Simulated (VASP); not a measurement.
Output of a VASP run:

OSZICAR:
```
       N       E                     dE             d eps       ncg     rms          rms(c)
DAV:   1     0.221218317430E+03    0.22122E+03   -0.12541E+04  1680   0.179E+03
DAV:   2    -0.861976018069E+01   -0.22984E+03   -0.22207E+03  1680   0.383E+02
DAV:   3    -0.268786405418E+02   -0.18259E+02   -0.17402E+02  1756   0.138E+02
DAV:   4    -0.274030047613E+02   -0.52436E+00   -0.52017E+00  2030   0.224E+01
DAV:   5    -0.274199891727E+02   -0.16984E-01   -0.16963E-01  1988   0.353E+00    0.194E+01
DAV:   6    -0.272346159759E+02    0.18537E+00   -0.55303E+01  1928   0.122E+02    0.171E+01
DAV:   7    -0.237579494032E+02    0.34767E+01   -0.16005E+01  1858   0.681E+01    0.410E+00
DAV:   8    -0.237389254770E+02    0.19024E-01   -0.86919E-01  1784   0.711E+00    0.161E+00
DAV:   9    -0.237168549751E+02    0.22071E-01   -0.44324E-02  2234   0.299E+00    0.658E-01
DAV:  10    -0.237152281867E+02    0.16268E-02   -0.36243E-03  2058   0.495E-01    0.436E-01
DAV:  11    -0.237135793312E+02    0.16489E-02   -0.12336E-03  2452   0.378E-01    0.109E-01
DAV:  12    -0.237135770384E+02    0.22928E-05   -0.34808E-04  2344   0.166E-01    0.360E-02
DAV:  13    -0.237135684817E+02    0.85567E-05   -0.35348E-05  1916   0.624E-02    0.123E-02
DAV:  14    -0.237135682249E+02    0.25677E-06   -0.39672E-06  1638   0.154E-02
   1 F= -.23713568E+02 E0= -.23714755E+02  d E =0.355959E-02  mag=     0.0000    -0.0000     0.0000
```

OUTCAR:
```
------------------------ aborting loop because EDIFF is reached ----------------------------------------
  FORCE on cell =-STRESS in cart. coord.  units (eV):
  Direction    XX          YY          ZZ          XY          YZ          ZX
  --------------------------------------------------------------------------------------
  Total       -0.2957660     -0.2957660     -0.2957660      0.0000000      0.0000000     -0.0000000
  in kB      -10.9581555    -10.9581555    -10.9581555      0.0000000      0.0000000     -0.0000000
  external PRESSURE =     -10.9581555 kB  Pullay stress =       0.0000000 kB
  volume of cell :       43.24
      direct lattice vectors                 reciprocal lattice vectors
     3.510000000  0.000000000  0.000000000     0.284900285  0.000000000  0.000000000
     0.000000000  3.510000000  0.000000000     0.000000000  0.284900285  0.000000000
     0.000000000  0.000000000  3.510000000     0.000000000  0.000000000  0.284900285
 POSITION                                       TOTAL-FORCE (eV/Angst)
 -----------------------------------------------------------------------------------
      0.00000      0.00000      0.00000         0.000000      0.000000      0.000000
      0.00000      1.75500      1.75500         0.000000      0.000000      0.000000
      1.75500      0.00000      1.75500         0.000000      0.000000      0.000000
      1.75500      1.75500      0.00000         0.000000      0.000000      0.000000
 -----------------------------------------------------------------------------------
    total drift:                                0.000000     -0.000000     -0.000000
  FREE ENERGIE OF THE ION-ELECTRON SYSTEM (eV)
  ---------------------------------------------------
  free  energy   TOTEN  =       -23.7135682249 eV

  energy  without entropy=      -23.7171278158  energy(sigma->0) =      -23.71475476

 Ion:    1  E_soc:     -0.0005232

 Ion:    2  E_soc:     -0.0162890

 Ion:    3  E_soc:     -0.0162890

 Ion:    4  E_soc:     -0.0162890
```
(Selected blocks of OUTCAR.)

**POSCAR**
```
Ni3Si
1
    3.5100000000     0.0000000000     0.0000000000
    0.0000000000     3.5100000000     0.0000000000
    0.0000000000     0.0000000000     3.5100000000
Si Ni
1 3
Direct
  0.0000000000   0.0000000000   0.0000000000
  0.0000000000   0.5000000000   0.5000000000
  0.5000000000   0.0000000000   0.5000000000
  0.5000000000   0.5000000000   0.0000000000
```

### Question
Write an INCAR and KPOINTS that could have produced this output.

### Answer
Several could match; the one computed here: the input of the run itself, PBE GGA with spin-orbit coupling, plane waves, VASP's PBE PAW potentials (set 64).

INCAR:
```
SYSTEM = Ni3Si
PREC = Accurate
ENCUT = 400
EDIFF = 1E-6
NELM = 100
ALGO = Normal
LREAL = .FALSE.
LASPH = .TRUE.
ISMEAR = 1
SIGMA = 0.1
GGA = PE
LMAXMIX = 4
LWAVE = .FALSE.
LCHARG = .FALSE.
ISIF = 2
LSORBIT = .TRUE.
MAGMOM = 0 0 0 0 0 0 0 0 0 0 0 0
GGA_COMPAT = .FALSE.
```

### KPOINTS
```
Automatic mesh
0
Gamma
7 7 7
0 0 0
```

POTCAR, in this order: Si Ni (PBE.64 set). Program: vasp_ncl.

The compound is Ni3Si in the L1_2 structure. The cell was not relaxed at this level.
